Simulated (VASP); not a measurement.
Crystal: NaLaMnMoO6.

```xyz
20
Lattice="5.4052 0.0014 0.0015 0.0746 5.4046 -0.0118 0.0304 -0.0143 8.2208" Properties=species:S:1:pos:R:3 pbc="T T T"
Na    2.7815    2.7347    2.0499
Na    2.7288    2.6570    6.1606
La    0.0738    0.0631    2.0551
La    5.4365    5.3286    6.1553
Mn    2.7026    0.0007    0.0007
Mn    0.0525    2.6951    4.1045
Mo    0.0373    2.7023   -0.0059
Mo    2.7178   -0.0065    4.1111
O     5.1705    2.9313    1.9060
O     0.3397    2.4604    6.3045
O     1.5424    1.5135    0.3942
O     3.9679    3.8782    7.8163
O     1.1984    4.3047    8.2077
O     4.3118    1.0870    0.0027
O     2.4937    0.2699    6.0216
O     3.0165    5.1218    2.1889
O     1.1608    4.2891    4.0933
O     4.3495    1.1026    4.1172
O     1.5486    1.5136    3.7103
O     3.9617    3.8780    4.5001
```

The cell was built by a generator and needn't be a form met in nature.

Base run:

| Property | Result |
| --- | --- |
| Program | VASP 6.6.1 |
| Functional | PBE |
| Potentials or basis | VASP PAW PBE potentials, release 64 (Na_pv, La, Mn_pv, Mo_sv, O) |
| Cutoff | 520 eV |
| k mesh | 5 × 5 × 4 |
| Occupations | fermi-dirac, width 0.05 eV |
| Spin | collinear spin, ferromagnetic start |
| Starting moments | [0.0, 0.0, 0.0, 0.0, 4.0, 4.0, 1.0, 1.0, 0.0, 0.0, 0.0, 0.0, 0.0, 0.0, 0.0, 0.0, 0.0, 0.0, 0.0, 0.0] μB |

Its results: net moment -3.88 μB per cell.

Question: The run is repeated on the same cell with these changes: further incar settings from ALGO = Normal; EDIFF = 1e-06 to ALGO = Normal; EDIFF = 1e-06; NBANDS = 101. What comes out?

Answer: Net moment -0.54 μB per cell.

Caveats: only a ferromagnetic start was run, and an antiferromagnetic order may lie lower in energy (some runs); the moment fell far below its start of 4 μB, so a state of higher moment may lie lower in energy (some runs).
